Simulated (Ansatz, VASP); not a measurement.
# GaN in two plane-wave programs

One calculation is typed for both programs; each brings its own data sets. How far apart do they land? The structure shown comes from an earlier run, which isn't shown and may have moved the atoms alone.

Program: Ansatz 0.2.0. Level of theory: plane waves, with VASP 6.6.1 beside it; PBE. Results are calculated unless marked as measured.

## 1. The starting structure

Symmetry: P6_3mc, No. 186, hexagonal system. Conventional cell: a = 3.180 Å, b = 3.180 Å, c = 5.166 Å, α = 90.00°, β = 90.00°, γ = 120.00°. Nearest to Ga lie 4 N at 1.94 to 1.95 Å. Nearest to N lie 4 Ga at 1.94 to 1.95 Å. Farther neighbours and most contacts between anions are not listed.

## 2. Ansatz: elastic constants, PBE

Ansatz runs on its default PAW (the set named soft_2) files.

Elastic constants are differences of stresses under small strains, so they test the stress and the mesh.

Contents of input.yaml:

```yaml
crystal:
  lattice:
    - [3.18, 0.0, 0.0]
    - [-1.59, 2.753960784, 0.0]
    - [0.0, 0.0, 5.166]
  atoms:
    - { symbol: Ga, position: [0.3333333333, 0.6666666667, -0.0010590307] }
    - { symbol: Ga, position: [0.6666666667, 0.3333333333, 0.4989409693] }
    - { symbol: "N", position: [0.3333333333, 0.6666666667, 0.3760590307] }
    - { symbol: "N", position: [0.6666666667, 0.3333333333, 0.8760590307] }
kpoints:
  mp_grid: { grid: [9, 9, 6] }
hamiltonian:
  xc: pbe
scf:
  occupations: { method: fixed }
output:
  forces: true
  stress: true
  eigenvalues: true
elastic:
  mode: relaxed_ion
  stencil: two_point
```

On the command line:

```sh
> ansatz run input.yaml --threads 4 --pin off --max-ram 14336MiB --backend cpu --events-out ev --progress --plain --runs-dir out
```

Numbers of over 12 decimals in the logs are rounded to 6 here.

Log:

```text
Engine: ansatz 0.2.0, x86_64-unknown-linux-gnu
Pseudopotentials: kind: paw
Pseudopotential: Ga, paw, valence charge 13, recommended cutoff 420 eV (normal), Ga.paw.azcp
Pseudopotential: N, paw, valence charge 5, recommended cutoff 420 eV (normal), N.paw.azcp
Functional definition: PBE
  parameter kappa = 0.804
  parameter beta = 0.066725
  exchange = pbe_x(kappa = kappa, mu = beta*pi^2/3)
  correlation = pbe_c(beta = beta)
Crystal: 4 atoms, lattice volume = 45.242 Å³
Basis set: ecut = 420 eV, 881 PW (Γ), exchange–correlation on 48×48×72 points (8 copies of the dense FFT grid, shifted against one another)
Bands: 22, of which v1, the nominal top of the filled ones, is band 18 counted from 1 (17 counted from 0)
Symmetry: 12 space group operations
Space group: P63mc (ITA 186), of the structure as read, at distance tolerance 3.6e-5 Å
k-points: 48 of 486 (time reversal used)
Non-local potential: Ga, projectors of the file, l = 0: 2, l = 1: 2, l = 2: 3, l = 3: 1
Non-local potential: N, projectors of the file, l = 0: 2, l = 1: 2, l = 2: 1
PAW form: soft (Blöchl's): semilocal exchange-correlation on the pseudo side does not see the compensation charge
PAW one-centre angular grid: Ga, 590 points (default); XC on 64 Gauss nodes
PAW one-centre angular grid: N, 110 points (default); XC on 64 Gauss nodes
Initial density: superposition of atomic densities (neutral atoms: chi_scale 0, normalization atom), corrected by the library's trained network
Initial wavefunctions: pseudopotential atomic-orbital guess
Functional: x = pbe(κ = 0.804, μ = 0.219515), c = pbe(β = 0.066725)
SCF iter   1: F=—  HF=-8335.797030 eV  |F-HF|=—  |Δ(HF+E_count)|=         —  Δρ=8.39e-4  dr2=1.76e-4  ethr=1.77e-3  ⟨swp⟩=4.2  Hψ=3724  notcnv=0  defer=48
preconditioner: auto → Resta (q_TF=auto, 2.626 Å⁻¹)  ε∞=5.0  [insulator: Δε(μ)=1.972 eV  Ē_g=16.648 eV  n_scr=22 (ndim 8)  ℏωp=33.1 eV  f_vac=0.009  ε∞_Penn≈5.0]
SCF iter   2: F=—  HF=-8335.797636 eV  |F-HF|=—  |Δ(HF+E_count)|=   6.07e-4  Δρ=4.03e-4  dr2=2.62e-5  ethr=4.88e-7  ⟨swp⟩=2.2  Hψ=2411  notcnv=0  defer=93
SCF iter   3: F=—  HF=-8335.797747 eV  |F-HF|=—  |Δ(HF+E_count)|=   1.11e-4  Δρ=1.85e-4  dr2=6.82e-6  ethr=7.28e-8  ⟨swp⟩=2.0  Hψ=1888  notcnv=0  defer=28
SCF iter   4: F=—  HF=-8335.797773 eV  |F-HF|=—  |Δ(HF+E_count)|=   2.63e-5  Δρ=5.56e-5  dr2=9.76e-7  ethr=1.90e-8  ⟨swp⟩=2.0  Hψ=1894  notcnv=0
SCF iter   5: F=—  HF=-8335.797779 eV  |F-HF|=—  |Δ(HF+E_count)|=   5.44e-6  Δρ=1.82e-5  dr2=9.63e-8  ethr=2.71e-9  ⟨swp⟩=2.0  Hψ=1899  notcnv=0
SCF iter   6: F=—  HF=-8335.797779 eV  |F-HF|=—  |Δ(HF+E_count)|=   2.50e-7  Δρ=4.79e-6  dr2=9.40e-9  ethr=2.68e-10  ⟨swp⟩=2.5  Hψ=1920  notcnv=0
SCF iter   7: F=—  HF=-8335.797779 eV  |F-HF|=—  |Δ(HF+E_count)|=   5.70e-9  Δρ=1.68e-6  dr2=9.05e-10  ethr=2.61e-11  ⟨swp⟩=2.1  Hψ=1686  notcnv=0
SCF iter   8: F=—  HF=-8335.797779 eV  |F-HF|=—  |Δ(HF+E_count)|=  5.13e-10  Δρ=2.11e-7  dr2=2.08e-11  ethr=2.51e-12  ⟨swp⟩=2.0  Hψ=1536  notcnv=0
SCF iter   9: F=—  HF=-8335.797779 eV  |F-HF|=—  |Δ(HF+E_count)|=  2.36e-11  Δρ=7.60e-8  dr2=2.51e-12  ethr=5.77e-14 (applied; sched 1.00e-12)  ⟨swp⟩=2.2  Hψ=1872  notcnv=0
SCF iter  10: F=—  HF=-8335.797779 eV  |F-HF|=—  |Δ(HF+E_count)|=  1.82e-12  Δρ=1.82e-8  dr2=1.29e-13  ethr=6.98e-15 (applied; sched 1.00e-12)  ⟨swp⟩=2.6  Hψ=1950  notcnv=0
SCF iter  11: F=-8335.797779 eV  HF=-8335.797779 eV  |F-HF|=1.82e-12  |Δ(HF+E_count)|=  1.82e-12  Δρ=2.63e-9  dr2=2.40e-15  ethr=1.00e-12  ⟨swp⟩=5.4  Hψ=4411  notcnv=0
SCF 1 converged in 11 iterations: F = -8335.797779 eV  dr2 = 2.40e-15
  greatest PAW one-centre occupation: 0.995 electrons in one spin orbital (limit 2), on the Ga atom at site 1 (counted from 0), in its partial waves of l = 2
relax step   1: F+E_penalty+E_count = -8335.79777902 eV  Δ(F+E_penalty+E_count) = +0.000e0 eV  max|allowed force component| = 3.099e-4 eV/Å  Δτ_max = 0.0000 Å  (11 SCF iters, accepted)
[...]
relax step   3: F+E_penalty+E_count = -8335.79775721 eV  Δ(F+E_penalty+E_count) = +5.387e-8 eV  max|allowed force component| = 1.166e-3 eV/Å  Δτ_max = 0.0001 Å  (8 SCF iters, rejected (line search))
[...]
relax step   4: F+E_penalty+E_count = -8335.79775729 eV  Δ(F+E_penalty+E_count) = -2.367e-8 eV  max|allowed force component| = 4.528e-6 eV/Å  Δτ_max = 0.0000 Å  (8 SCF iters, accepted)
iter 1 solved again at ethr=1.00e-12 eV; its pass at ethr=3.10e-3 eV (dr2=8.35e-11 eV) is discarded
SCF iter   1: F=—  HF=-8335.797763 eV  |F-HF|=—  |Δ(HF+E_count)|=         —  Δρ=9.58e-7  dr2=8.87e-11  ethr=1.00e-12  ⟨swp⟩=2.0  Hψ=14238  notcnv=0  defer=1
SCF iter   2: F=—  HF=-8335.797757 eV  |F-HF|=—  |Δ(HF+E_count)|=   5.86e-6  Δρ=4.36e-7  dr2=2.19e-11  ethr=2.46e-13 (applied; sched 1.00e-12)  ⟨swp⟩=3.0  Hψ=8041  notcnv=0  defer=1
SCF iter   3: F=—  HF=-8335.797757 eV  |F-HF|=—  |Δ(HF+E_count)|=  1.27e-11  Δρ=2.96e-7  dr2=8.88e-12  ethr=6.09e-14 (applied; sched 1.00e-12)  ⟨swp⟩=1.0  Hψ=3080  notcnv=0  defer=1
SCF iter   4: F=—  HF=-8335.797757 eV  |F-HF|=—  |Δ(HF+E_count)|=  1.82e-12  Δρ=2.08e-7  dr2=4.25e-12  ethr=2.47e-14 (applied; sched 1.00e-12)  ⟨swp⟩=1.0  Hψ=3080  notcnv=0  defer=1
SCF iter   5: F=—  HF=-8335.797757 eV  |F-HF|=—  |Δ(HF+E_count)|=  7.28e-12  Δρ=1.46e-7  dr2=2.06e-12  ethr=1.18e-14 (applied; sched 1.00e-12)  ⟨swp⟩=1.0  Hψ=3080  notcnv=0  defer=1
SCF iter   6: F=—  HF=-8335.797757 eV  |F-HF|=—  |Δ(HF+E_count)|=  1.82e-12  Δρ=8.93e-8  dr2=7.80e-13  ethr=5.74e-15 (applied; sched 1.00e-12)  ⟨swp⟩=1.0  Hψ=3080  notcnv=0  defer=1
SCF iter   7: F=—  HF=-8335.797757 eV  |F-HF|=—  |Δ(HF+E_count)|=  1.82e-12  Δρ=4.89e-8  dr2=2.33e-13  ethr=2.17e-15 (applied; sched 1.00e-12)  ⟨swp⟩=1.0  Hψ=3080  notcnv=0  defer=1
SCF iter   8: F=-8335.797757 eV  HF=-8335.797757 eV  |F-HF|=0.00e0  |Δ(HF+E_count)|=  1.82e-12  Δρ=2.07e-8  dr2=4.22e-14  ethr=1.00e-12  ⟨swp⟩=3.6  Hψ=8852  notcnv=0
SCF 30 converged in 8 iterations: F = -8335.797757 eV  dr2 = 4.22e-14
SCF converged after 9 iterations
Free energy (F): -8335.797779 eV
Harris-Foulkes:  -8335.797779 eV  (|F-HF|=0.00e0)
Internal energy: -8335.797779 eV  (E = F + TS)
E sigma→0 (E₀):  -8335.797779 eV
Fermi energy:    9.840959 eV
--- Per-component energies (eV) ---
  E_band       = -5.314645
  E_kinetic    = 495.403892
  E_local      = -3889.086304  (includes V_loc(G=0)·N_el)
  E_nonlocal   = 948.906502
  E_hartree    = 1791.509094
  E_xc         = -257.978728
  E_vxc        = -268.792577  (∫ρ·V_xc dr)
  E_paw        = -4240.769237  (= ΣΔE_a)
  E_vpaw       = -874.764394  (= ΣTr[D̂ρ^β])
  E_aug_tail   = 0.000047  (compensation charges beyond the density's cutoff)
  E_ewald      = -3183.783046
  E_smearing   = -0.000000  (= −TS)
  E_closure    = 0.000000  (closes the sum)
  Σ components = -8335.797779   (vs F -8335.797779, Δ=0.00e0)
--- Forces (eV/Å), atoms counted from 1 ---
  atom   1  Ga     0.00000000     0.00000000    -0.00000063
  atom   2  Ga     0.00000000    -0.00000000    -0.00000063
  atom   3  N     -0.00000000     0.00000000     0.00000013
  atom   4  N     -0.00000000    -0.00000000     0.00000013
  max |Σ_I F_I| component: 9.91e-7 eV/Å
--- Stress (GPa, compression-positive) ---
        7.018987       0.000000      -0.000000
        0.000000       7.018987       0.000000
       -0.000000       0.000000       7.835111
  P = ⅓ Tr σ = 7.2910 GPa (72.910 kbar)
--- Band table (eV; the first three rows and the last of 48) ---
  k-point 0: bands = [... 14 lower, 8.7903, 9.8164, 9.8410, 9.8410, 11.8189, 14.1353, 19.1115, 19.7804]
  k-point 1: bands = [... 14 lower, 8.8575, 9.0101, 9.7675, 9.7675, 12.4960, 14.1918, 18.9161, 19.8113]
  k-point 2: bands = [... 14 lower, 9.0428, 9.0428, 9.5683, 9.5683, 13.4907, 14.2855, 18.5106, 18.9502]
  k-point 47: bands = [... 14 lower, 5.6085, 5.6085, 8.3666, 8.3666, 16.3353, 16.3353, 17.2076, 17.2076]
--- Elastic constants: 3 strain directions × 2 members + reference (group order 12) ---
  dense FFT box of the reference and of every strained cell: 24×24×36
  strains applied: 11, 33, 23; error gains: componentwise 1.00 (the most a stress slope's error grows in a printed constant), spectral 1.41 (1 for all six strains in a standard setting)
  reference relaxed by the batch: 3 steps; max|allowed force component| 3.10e-4 eV/Å at the deck's positions, 3.04e-7 at the last accepted step, 3.78e-7 by the solve of record
  largest displacement 1.3e-5 Å; the constants are those of the deck's cell at these positions:
  atoms:
    - { symbol: Ga, position: [0.333333, 0.666667, -0.00105657] }
    - { symbol: Ga, position: [0.666667, 0.333333, 0.498943] }
    - { symbol: N, position: [0.333333, 0.666667, 0.376057] }
    - { symbol: N, position: [0.666667, 0.333333, 0.876057] }
  C = ∂σ_k/∂η_j (tension-positive GPa; Voigt order 11 22 33 23 13 12):
       356.675    144.731    108.840      0.000     -0.000     -0.000
       144.731    356.675    108.840     -0.000     -0.000      0.000
       109.732    109.732    395.170      0.000     -0.000     -0.000
         0.000     -0.000      0.000     90.120      0.000     -0.000
        -0.000      0.000      0.000      0.000     90.120      0.000
        -0.000      0.000     -0.000     -0.000     -0.000    105.972
  reference stress σ⁰ (GPa):     -7.019     -7.019     -7.835     -0.000      0.000     -0.000
  C* (energy form; C + prestress term) asymmetry max|C*_kj − C*_jk| = 7.558e-2 GPa — a small one proves nothing (zero by symmetry where the batch's group is 432, −43m or m−3m); a large one is finite-difference/SCF noise where every solve meets its electron count
  moduli (Voigt/Reuss/Hill, GPa): K = 203.90/203.90/203.90   G = 106.92/103.98/105.45   E = 269.84   ν = 0.279
  mechanically stable: yes (min eigenvalue of sym C = 90.12 GPa)
  strain η (Voigt 11):  stress-route row diagonal C_11 = 356.67 GPa, energy-path curvature d²(F+E_count+ΔE)/dδ²/Ω₀ = 357.00 GPa
         δ    σ_11 (GPa)             F (eV)   n_scf  n_hpsi   n_pw
    -2.000e-3      -7.7358       -8335.7936392       9   36235    901   relax 4 steps, max|allowed force component| 4.08e-5 eV/Å
     2.000e-3      -6.3091       -8335.8015442       9   36238    905   relax 3 steps, max|allowed force component| 6.33e-7 eV/Å
  strain η (Voigt 33):  stress-route row diagonal C_33 = 395.17 GPa, energy-path curvature d²(F+E_count+ΔE)/dδ²/Ω₀ = 395.99 GPa
         δ    σ_33 (GPa)             F (eV)   n_scf  n_hpsi   n_pw
    -2.000e-3      -8.6276       -8335.7931390       9   17388    905   relax 3 steps, max|allowed force component| 1.40e-6 eV/Å
     2.000e-3      -7.0470       -8335.8020146       8   16330    905   relax 3 steps, max|allowed force component| 1.94e-6 eV/Å
  strain η (Voigt 23):  stress-route row diagonal C_44 = 90.12 GPa, energy-path curvature d²(F+E_count+ΔE)/dδ²/Ω₀ = 94.59 GPa
         δ    σ_23 (GPa)             F (eV)   n_scf  n_hpsi   n_pw
    -2.000e-3      -0.1802       -8335.7977573       8   47671    905   relax 3 steps, max|allowed force component| 1.34e-5 eV/Å
     2.000e-3       0.1802       -8335.7977573       8   47819    905   relax 4 steps, max|allowed force component| 4.53e-6 eV/Å
```

In the SCF lines HF is the Harris–Foulkes energy and dr2 the Hartree energy of the density residual, in eV; the loop may stop once dr2 is under the threshold and the program's other checks hold. Hψ counts applications of the Hamiltonian.

[end of part 1 of 2]

[Lines on the potential files, build, host, timing and source positions are cut from VASP's logs without a mark.]

[Logs are printed without paths, hosts, clocks, repeated set-up lines and the standing remarks that a program may print on its own settings, such as how far it seeks lower states.]

[Hosts, paths, dates, database ids (printed as entryN), source tags and the programs' standing remarks are cut or masked in the printed files.]
